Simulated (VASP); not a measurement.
# SbAs with PBEsol: from relaxation to properties, part 4 of 4

What structure does SbAs take at this level, and what are its properties? Left out of this account: at least 1 further run (optics: it repeats an earlier run and gave the same numbers). The start is a computed cell from the Materials Project.

VASP 6.6.1; PBEsol; plane waves and PAW (Sb, As).

So far. Step 6 (Bands along the symmetry lines (PBEsol)): There is no gap at this level; the bands overlap by 0.06 eV. Semilocal levels underestimate gaps, so a small one may be lost here. Step 7 (Total and projected DOS (PBEsol)): The finer mesh and the other smearing move the Fermi level by -0.03 eV from the 7×7×7 run, a small shift, which tests the Fermi level alone. The relaxed cell has a = 4.069, c = 10.474 Å (conventional setting).

### Step 9. Electric field gradients (PBEsol)

Field gradients probe how far the charge around each nucleus departs from cubic symmetry; LASPH keeps the non-spherical terms inside the spheres.

INCAR

```
SYSTEM = SbAs
PREC = Accurate
ENCUT = 400
EDIFF = 1E-07
NELM = 100
ISMEAR = 0
SIGMA = 0.05
LREAL = .FALSE.
ALGO = Normal
GGA = PS
NBANDS = 11
LORBIT = 11
LWAVE = .FALSE.
LCHARG = .FALSE.
KPAR = 2
LEFG = .TRUE.
LASPH = .TRUE.
```

POSCAR

```
SbAs
1.0
    2.0343856291      1.1745530906      3.4912334031
   -2.0343856291      1.1745530906      3.4912334031
    0.0000000000     -2.3491061811      3.4912334031
Sb As
1 1
Direct
    0.2338883674      0.2338883674      0.2338883674
    0.7661096326      0.7661096326      0.7661096326
```

KPOINTS

```
Automatic mesh
0
Gamma
7 7 7
0 0 0
```

Potentials, in the order of the species: Sb and As (PBE family, release 64).

Command:

```
mpirun -np 2 vasp_std
```

Output:

```text
[... set-up lines as in an earlier step ...]
 entering main loop
       N       E                     dE             d eps       ncg     rms          rms(c)
[... 1 cycle as in an earlier step ...]
DAV:   2    -0.811756852352E+01   -0.36874E+02   -0.35864E+02  1369   0.108E+02
DAV:   3    -0.977575869713E+01   -0.16582E+01   -0.16530E+01  1169   0.255E+01
DAV:   4    -0.978784645429E+01   -0.12088E-01   -0.12086E-01  1110   0.257E+00
DAV:   5    -0.978795395933E+01   -0.10751E-03   -0.10751E-03  1108   0.261E-01    0.312E+00
DAV:   6    -0.972549559669E+01    0.62458E-01   -0.21362E-01  1022   0.160E+00    0.189E+00
DAV:   7    -0.972012520324E+01    0.53704E-02   -0.28896E-02  1121   0.832E-01    0.658E-01
DAV:   8    -0.971880456108E+01    0.13206E-02   -0.33925E-03  1013   0.282E-01    0.816E-02
DAV:   9    -0.971878643329E+01    0.18128E-04   -0.49944E-04  1058   0.121E-01    0.453E-02
DAV:  10    -0.971878711473E+01   -0.68144E-06   -0.23945E-05  1124   0.317E-02    0.215E-02
DAV:  11    -0.971878616871E+01    0.94601E-06   -0.14690E-05  1049   0.156E-02    0.375E-03
DAV:  12    -0.971878604015E+01    0.12856E-06   -0.11308E-06  1052   0.643E-03    0.303E-03
DAV:  13    -0.971878607122E+01   -0.31067E-07   -0.48622E-08   550   0.133E-03
ion   1
     0.0000000     0.0000000     0.0000000     0.1142441    -0.0000000     0.0000000
     0.0000576     0.0000000     0.0000000     0.1142441    -0.0000000     0.0000000
     0.0000793     0.0000000     0.0000000     0.1142441    -0.0000000     0.0000000
     0.0001092     0.0000000     0.0000000     0.1142441    -0.0000000     0.0000000
     0.0001504     0.0000000     0.0000000     0.1142441    -0.0000000     0.0000000

     0.0000000     0.0000000     0.0000000    46.7845612    -0.0000000     0.0000000
     0.0000576     0.0000000     0.0000000    46.7748441    -0.0000000     0.0000000
     0.0000793     0.0000000     0.0000000    46.7697168    -0.0000000     0.0000000
     0.0001092     0.0000000     0.0000000    46.7615847    -0.0000000     0.0000000
     0.0001504     0.0000000     0.0000000    46.7487420    -0.0000000     0.0000000

ion   2
     0.0000000     0.0000000     0.0000000     0.2319849     0.0000000     0.0000000
     0.0000490     0.0000000     0.0000000     0.2319849     0.0000000     0.0000000
     0.0000675     0.0000000     0.0000000     0.2319849     0.0000000     0.0000000
     0.0000929     0.0000000     0.0000000     0.2319849     0.0000000     0.0000000
     0.0001280     0.0000000     0.0000000     0.2319849     0.0000000     0.0000000

     0.0000000    -0.0000000     0.0000000    13.6755912     0.0000000     0.0000000
     0.0000490    -0.0000000     0.0000000    13.6750734     0.0000000     0.0000000
     0.0000675    -0.0000000     0.0000000    13.6747831     0.0000000     0.0000000
     0.0000929    -0.0000000     0.0000000    13.6743127     0.0000000     0.0000000
     0.0001280    -0.0000000     0.0000000    13.6735542     0.0000000     0.0000000

   1 F= -.97187861E+01 E0= -.97187861E+01  d E =-.308620E-09
```

It took 10 s on 2 MPI ranks of AMD EPYC 7R43, shared host; peak memory 0.26 GiB.

OUTCAR, selected parts (step 9):

```text
   NELECT =      10.0000    total number of electrons

 E-fermi :   6.6030

 k-point     1 :       0.0000    0.0000    0.0000
  band No.  band energies     occupation
      1      -7.2119      2.00000
      2       1.5391      2.00000
      3       4.5866      2.00000
      4       4.7147      2.00000
      5       4.7147      2.00000
      6       9.1338      0.00000
      7       9.8367      0.00000
      8       9.8367      0.00000
      9      12.2650      0.00000
     10      12.2650      0.00000
    ...

  Total       -0.0043843     -0.0043843     -0.0066312      0.0000000     -0.0000000      0.0000000
  in kB       -0.1403367     -0.1403367     -0.2122602      0.0000000     -0.0000000      0.0000000
  external PRESSURE =      -0.1643112 kB  Pullay stress =       0.0000000 kB

 POSITION                                       TOTAL-FORCE (eV/Angst)
 -----------------------------------------------------------------------------------
      0.00000      0.00000      2.44968         0.000000      0.000000      0.000884
      0.00000      0.00000      8.02400         0.000000     -0.000000     -0.000884
 -----------------------------------------------------------------------------------
    total drift:                               -0.000000     -0.000000      0.000041

  FREE ENERGIE OF THE ION-ELECTRON SYSTEM (eV)
  ---------------------------------------------------
  free  energy   TOTEN  =        -9.7187860712 eV

  energy  without entropy=       -9.7187860709  energy(sigma->0) =       -9.71878607

 Electric field gradients after diagonalization (V/A^2)
 (convention: |V_zz| > |V_xx| > |V_yy|)
----------------------------------------------------------------------
 ion       V_xx      V_yy      V_zz     asymmetry (V_yy - V_xx)/ V_zz
----------------------------------------------------------------------
   1      29.534    29.534   -59.068       0.000
   2       8.644     8.644   -17.289       0.000
----------------------------------------------------------------------

[... 8 parts as in an earlier step ...]

[... 9 further parts left out ...]
```

Numbers from this step:

```
SCF cycles           : 13
bands                : 11
irreducible k-points : 44
free energy (TOTEN)  : -9.719 eV
Fermi energy         : 6.603 eV
pressure             : -0.01643 GPa
```

Electric field gradients, by row:

```csv
atom,Vxx (V/Å²),Vyy (V/Å²),Vzz (V/Å²),asymmetry
Sb1,29.53,29.53,-59.07,0
As2,8.644,8.644,-17.29,0
```

The largest gradient, -59.07 V/Å², sits on Sb1; times the quadrupole moment of a nucleus that has one, it gives the coupling that NMR and NQR see.

### Step 10. Total energy, forces and stress (PBEsol) with a changed input

A single point gives energy, forces and stress at these settings. Some settings are moved from the usual, to see what they do.

INCAR

```
SYSTEM = SbAs
PREC = Accurate
ENCUT = 400
EDIFF = 1E-06
NELM = 100
ISMEAR = -5
SIGMA = 0.005
LREAL = On
ALGO = Normal
GGA = PS
NBANDS = 11
LORBIT = 11
LWAVE = .FALSE.
LCHARG = .FALSE.
KPAR = 2
ISIF = 2
```

POSCAR is that of step 9.

KPOINTS is that of step 9.

Command:

```
mpirun -np 2 vasp_std
```

Output:

```text
[banner, memory and clock lines left out]
running    2 mpi-ranks, on    1 nodes
 distrk:  each k-point on    1 cores,    2 groups
 distr:  one band on    1 cores,    1 groups

 POSCAR found type information on POSCAR SbAs
 POSCAR found :  2 types and       2 ions
|                                                                             |
|               ----> ADVICE to this user running VASP <----                  |
|                                                                             |
|     You have a (more or less) 'small supercell' and for smaller cells       |
|     it is recommended to use the reciprocal-space projection scheme!        |
|     The real-space optimization is not efficient for small cells and it     |
|     is also less accurate ...                                               |
|     Therefore, set LREAL=.FALSE. in the INCAR file.                         |
|                                                                             |

 [... a notice as in an earlier step ...]

 LDA part: xc-table for (Slater+PW92), standard interpolation
 POSCAR, INCAR and KPOINTS ok, starting setup
 FFT: planning ... GRIDC
 FFT: planning ... GRID_SOFT
 FFT: planning ... GRID
 WAVECAR not read
 entering main loop
       N       E                     dE             d eps       ncg     rms          rms(c)
DAV:   1     0.287372674959E+02    0.28737E+02   -0.33366E+03   968   0.593E+02
DAV:   2    -0.813532018021E+01   -0.36873E+02   -0.36156E+02  1369   0.108E+02
DAV:   3    -0.979222912299E+01   -0.16569E+01   -0.16517E+01  1169   0.255E+01
DAV:   4    -0.980428080162E+01   -0.12052E-01   -0.12050E-01  1110   0.257E+00
DAV:   5    -0.980438761176E+01   -0.10681E-03   -0.10681E-03  1116   0.260E-01    0.308E+00
DAV:   6    -0.974146919742E+01    0.62918E-01   -0.21261E-01  1022   0.160E+00    0.187E+00
DAV:   7    -0.973600862308E+01    0.54606E-02   -0.28977E-02  1121   0.835E-01    0.650E-01
DAV:   8    -0.973468298254E+01    0.13256E-02   -0.34010E-03  1013   0.282E-01    0.818E-02
DAV:   9    -0.973466483634E+01    0.18146E-04   -0.49768E-04  1064   0.120E-01    0.454E-02
DAV:  10    -0.973466541203E+01   -0.57569E-06   -0.24287E-05  1121   0.318E-02    0.213E-02
DAV:  11    -0.973466442496E+01    0.98707E-06   -0.14617E-05  1052   0.155E-02    0.366E-03
DAV:  12    -0.973466428826E+01    0.13670E-06   -0.10665E-06   538   0.640E-03
   1 F= -.97346643E+01 E0= -.97346643E+01  d E =0.000000E+00
```

The job ended after 16 s (2 MPI ranks; peak memory 0.23 GiB; 30 s of CPU time).

Parts of OUTCAR (step 10):

```text
   NELECT =      10.0000    total number of electrons

 E-fermi :   6.4209

 k-point     1 :       0.0000    0.0000    0.0000
  band No.  band energies     occupation
      1      -7.2148      2.00000
      2       1.5355      2.00000
      3       4.5860      2.00000
      4       4.7139      2.00000
      5       4.7139      2.00000
      6       9.1309      0.00000
      7       9.8343      0.00000
      8       9.8343      0.00000
      9      12.2598      0.00000
     10      12.2598      0.00000
    ...

  Total        0.0689116      0.0689116      0.0465436      0.0000000      0.0000000      0.0000000
  in kB        2.2058026      2.2058026      1.4898228      0.0000000      0.0000000      0.0000000
  external PRESSURE =       1.9671427 kB  Pullay stress =       0.0000000 kB

 POSITION                                       TOTAL-FORCE (eV/Angst)
 -----------------------------------------------------------------------------------
      0.00000      0.00000      2.44968         0.000000     -0.000000     -0.033845
      0.00000      0.00000      8.02400         0.000000      0.000000      0.033845
 -----------------------------------------------------------------------------------
    total drift:                               -0.000000     -0.000000     -0.094724

  FREE ENERGIE OF THE ION-ELECTRON SYSTEM (eV)
  ---------------------------------------------------
  free  energy   TOTEN  =        -9.7346642883 eV

  energy  without entropy=       -9.7346642883  energy(sigma->0) =       -9.73466429

[... 8 parts as in an earlier step ...]

[... 9 further parts left out ...]
```

The run converged; its settings lie outside those of the reference runs, so its numbers are set aside.

Against the sound run on this cell (electric field gradients (PBEsol)) the energy at zero smearing moves by -7.9 meV an atom and the pressure by +0.21 GPa.

Settings moved from the usual: ISMEAR = -5, SIGMA = 0.005 and LREAL = On.

With tetrahedra SIGMA is not used.

### Step 11. Results

```
relaxed volume                            : 25.03 Å³/atom
relaxed conventional cell a, b, c         : 4.069, 4.069, 10.474 Å; angles 90.0, 90.0, 120.0°
space group after relaxing, within 0.02 Å : R3m (No. 160)
band gap                                  : none; bands overlap by 0.06 eV
DOS at the Fermi level                    : 0.00218 states/eV/cell
largest field gradient Vzz                : -59.07 V/Å² on Sb1
```

With PBEsol, SbAs relaxes to 25.03 Å³/atom in space group R3m (held by the symmetry of the run) and has bands that overlap by only 0.06 eV (a semimetal, or a small gap that this level closes). Bands along the symmetry lines (PBEsol): Of the bands kept, 1 crosses the Fermi level on this path. Spin-orbit coupling is left out, and with elements this heavy it would split and shift bands near the Fermi level. No search among competing phases was made, and a listed structure need not be the one stable at ambient conditions. All values are for a static lattice at zero temperature.

[Lines on the potential files, build, host, timing and source positions are cut from VASP's logs without a mark.]

[Logs are printed without paths, hosts, clocks, repeated set-up lines and the standing remarks that a program may print on its own settings, such as how far it seeks lower states.]

[Hosts, paths, dates, database ids (printed as entryN), source tags and the programs' standing remarks are cut or masked in the printed files.]

[A measured line is paired with the nearest computed mode of its activity, which favours agreement.]

[In band tables of VASP the shares of atoms and orbitals are scaled to a sum of 1 inside the atoms' spheres.]
